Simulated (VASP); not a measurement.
Here is the system:

```
CELL_PARAMETERS angstrom
     -2.00129     2.00129     4.38540
      2.00129    -2.00129     4.38540
      2.00129     2.00129    -4.38540
ATOMIC_POSITIONS crystal
  Sc 0.00000 0.00000 0.00000
  Al 0.75000 0.25000 0.50000
  Al 0.25000 0.75000 0.50000
  Al 0.50000 0.50000 0.00000
```

Computed with r2SCAN meta-GGA, VASP's PBE PAW potentials (set 64) (plane waves; VASP 6.6.1). Numerical set-up: 400 eV cut-off, 12×12×12 Γ-centred mesh, tetrahedra with Blöchl corrections, potentials Sc_sv Al.

**Question.** Give the energies of bands 5 to 13 at the high-symmetry points, in eV from the Fermi level.

**Answer.** 
```tsv
band	Γ	X	P	N	M	S	R
5	-10.08	-5.91	-5.80	-7.38	-8.44	-7.09	-5.87
6	-2.59	-5.21	-4.92	-6.99	-7.50	-6.79	-5.74
7	-2.47	-4.46	-4.92	-3.43	-1.82	-5.50	-5.04
8	-1.10	-3.78	-4.24	-2.93	-1.11	-0.85	-3.56
9	-1.10	-2.71	-1.67	-0.76	-1.11	-0.30	-2.17
10	-0.96	-1.97	-1.67	0.42	0.25	-0.18	-1.06
11	1.64	-0.52	-0.96	1.28	1.66	1.28	-0.37
12	1.64	2.86	1.22	1.91	1.66	2.45	2.65
13	1.90	2.90	2.93	2.92	2.13	2.49	2.67
```

It has no gap at this level: it comes out as a metal or semimetal.

The structure comes from a computed database's ScAl3 entry (I4/mmm); how it stands against other phases isn't given here. It was relaxed first.
